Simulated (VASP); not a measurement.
Data:

```xyz
10
Lattice="8.5428 0.0000 0.0000 0.0000 8.5428 0.0000 0.0000 0.0000 6.2497" Properties=species:S:1:pos:R:3 pbc="T T T"
Cs     0.0000     4.2714     0.0000
Cs     4.2714     0.0000     0.0000
Sn     4.2714     4.2714     3.1249
Sn     0.0000     0.0000     3.1249
I      6.8901     5.9241     3.1249
I      1.6527     2.6187     3.1249
I      2.6187     6.8901     3.1249
I      5.9241     1.6527     3.1249
I      4.2714     4.2714     0.0000
I      0.0000     0.0000     0.0000
```

All values below come from PBEsol GGA, VASP's PBE PAW potentials (set 64) (plane waves; VASP 6.6.1). Run with 400 eV cut-off, 3×3×4 Γ-centred mesh, tetrahedra with Blöchl corrections, potentials Cs_sv Sn_d I.

The cores are frozen, which limits the accuracy of field gradients.

Problem. Give the principal components of the electric field gradient (V/Å²) and the asymmetry η at each nucleus.

Solution. 
```
atom     Vxx     Vyy    Vzz     η
----  ------  ------  -----  ----
Cs1    -26.7    -8.7   35.4  0.51
Cs2    -26.7    -8.7   35.4  0.51
Sn3    -10.8   -10.8   21.5  0.00
Sn4    -10.8   -10.8   21.5  0.00
I5    -182.9  -182.1  365.0  0.00
I6    -182.9  -182.1  365.0  0.00
I7    -182.9  -182.1  365.0  0.00
I8    -182.9  -182.1  365.0  0.00
I9    -184.2  -184.2  368.4  0.00
I10   -184.2  -184.2  368.4  0.00
```

The structure comes from a computed database's CsSnI3 entry (P4/mbm); how it stands against other phases isn't given here. It was relaxed first.
